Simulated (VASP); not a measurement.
Given:

```yaml
crystal:
  lattice:
    - [1.37246, -2.37717, 0.00000]
    - [1.37246, 2.37717, 0.00000]
    - [0.00000, 0.00000, 4.39742]
  atoms:
    - { symbol: Tc, position: [0.33333, 0.66667, 0.25000] }
    - { symbol: Tc, position: [0.66667, 0.33333, 0.75000] }
```

Method: PBE GGA, VASP's PBE PAW potentials (set 64) (plane waves; VASP). Settings: 480 eV cut-off, 14×14×8 Γ-centred mesh, first-order Methfessel-Paxton smearing of 0.10 eV, potentials Tc_pv.

Estimate the energy per atom (σ→0), band gap (on the k-mesh) with the smallest direct gap where there is one.

* **band gap (on the k-mesh)**: none (metal, semimetal or under 0.01 eV)
* **energy per atom (σ→0)**: -10.349 eV/atom

Total energies compare only between runs with the same potentials, cut-off and functional.

The compound is Tc in the hcp structure. It was relaxed first.
